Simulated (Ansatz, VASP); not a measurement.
**Two plane-wave programs on Si3Sn**

```
Si Sn
1.0
     4.12706    0.00000    0.00000
     0.00000    4.12706    0.00000
     0.00000    0.00000    4.12706
Si Sn
3 1
Direct
  0.00000 0.50000 0.50000
  0.50000 0.00000 0.50000
  0.50000 0.50000 0.00000
  0.00000 0.00000 0.00000
```

Alike in both runs: functional LDA; k mesh 10 × 10 × 10; occupations fermi-dirac, width 0.15 eV; no spin polarisation.

Ansatz relaxed the structure, and its values are those at the end. VASP's run is a single point on that final structure, the one shown.

|  | VASP | Ansatz |
| --- | --- | --- |
| version | VASP 6.6.1 | Ansatz 0.2.0 |
| potentials or method | VASP PAW LDA potentials, release 64 (Si, Sn_d) | scalar-relativistic, plane waves, PAW |
| plane-wave cutoff (eV) | 520 | 420 |
| valence electrons in the cell | 26 | 26 |

|  | VASP | Ansatz | Ansatz less VASP |
| --- | --- | --- | --- |
| gap on the k mesh at the Fermi level (eV) | none | none | - |
| pressure (GPa) | 0.0 | 0.0 | -0.01 |

A gap of «none» marks a metal or a gap that the smearing closes.
